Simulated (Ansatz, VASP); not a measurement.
Two plane-wave programs on SrLaMnO3

INCAR

```
SYSTEM = SrLaMnO3
  PREC = Accurate
  ENCUT = 520
  EDIFF = 1E-7
  ISMEAR = -1
  SIGMA = 0.05
  LREAL = .False.
  LASPH = .True.
  NELM = 100
  ALGO = Normal
  ISIF = 2
  LWAVE = .False.
  LCHARG = .False.
  ISPIN = 2
  MAGMOM = 0 0 4 0 0 0
  LORBIT = 11
  LMAXMIX = 6
  GGA = PE
  NBANDS = 39
```

The input KPOINTS:

```
regular mesh
0
Gamma
  7 7 8
  0 0 0
```

Contents of POSCAR:

```
SrLaMnO3
1.0
    6.8499488094     -1.9668227539      0.0000000000
    6.8499488094      1.9668227539      0.0000000000
   -0.9131050695      0.0000000000      3.4422760957
La Sr Mn O
1 1 1 3
Direct
    0.6477200000      0.6477200000      0.6263080000
    0.3542590000      0.3542590000      0.3382430000
    0.9958270000      0.9958270000      0.9785650000
    0.5080155000      0.5080155000      0.9835080000
    0.8247205000      0.8247205000      0.8188640000
    0.1694615000      0.1694615000      0.1695110000
```

The input input.yaml:

```yaml
crystal:
  lattice:
    - [6.8499488094, -1.9668227539, 0.0]
    - [6.8499488094, 1.9668227539, 0.0]
    - [-0.9131050695, 0.0, 3.4422760957]
  atoms:
    - { symbol: La, position: [0.64772, 0.64772, 0.626308] }
    - { symbol: Sr, position: [0.354259, 0.354259, 0.338243] }
    - { symbol: Mn, position: [0.995827, 0.995827, 0.978565], spin: 4.0 }
    - { symbol: O, position: [0.5080155, 0.5080155, 0.983508] }
    - { symbol: O, position: [0.8247205, 0.8247205, 0.818864] }
    - { symbol: O, position: [0.1694615, 0.1694615, 0.169511] }
hamiltonian:
  xc: pbe
  pseudopotentials: { kind: paw }
magnetization:
  spin_polarized: true
kpoints:
  mp_grid: { grid: [7, 7, 8] }
scf:
  occupations: { method: fermi_dirac, width: 0.05 }
output:
  forces: true
  stress: true
  eigenvalues: true
  write_density: true
  write_potential: true
  elf: true
  volumetric_format: npy
```

Change from the starting cell: volume scaled by 0.98.

Alike in both runs: task single point; functional PBE; k mesh 7 × 7 × 8; occupations fermi-dirac, width 0.05 eV; collinear spin, ferromagnetic start.

```csv
,VASP,Ansatz
version,VASP 6.6.1,Ansatz 0.2.0
potentials or method,"VASP PAW PBE potentials, release 64 (La, Sr_sv, Mn_pv, O)",Ansatz PAW
plane-wave cutoff (eV),520,420
valence electrons in the cell,52,54
```

VASP gave:

```
gap on the k mesh at the Fermi level (eV)                     : none
pressure (GPa)                                                : -0.4
largest component of the traceless stress (GPa)               : 2.16
rms of the force components (eV/Å)                            : 0.085
net moment per atom (μB)                                      : 0.67
size of the moment on the site where the two differ most (μB) : 3.84
```

Problem. Estimate Ansatz's values.

Solution. gap on the k mesh at the Fermi level (eV): none; pressure (GPa): -0.6; largest component of the traceless stress (GPa): 2.37; rms of the force components (eV/Å): 0.088; net moment per atom (μB): 0.68; size of the moment on the site where the two differ most (μB): 3.39.

Site moments also hang on the region over which each program counts them. Atom by atom the forces differ by 0.015 eV/Å (rms over components). A gap of «none» marks a metal or a gap that the smearing closes. The two sets of potentials don't hold the same shells in valence.

Caveats: a cell with one magnetic atom can't hold antiferromagnetic order, which such compounds often take; semilocal functionals often make such compounds metallic where correlation or magnetic order opens a gap, which also shifts bond lengths; the pressure holds a Pulay correction of +0.4 GPa for the finite cutoff (Ansatz). The runs have no spin-orbit coupling, so splittings on La are missing.
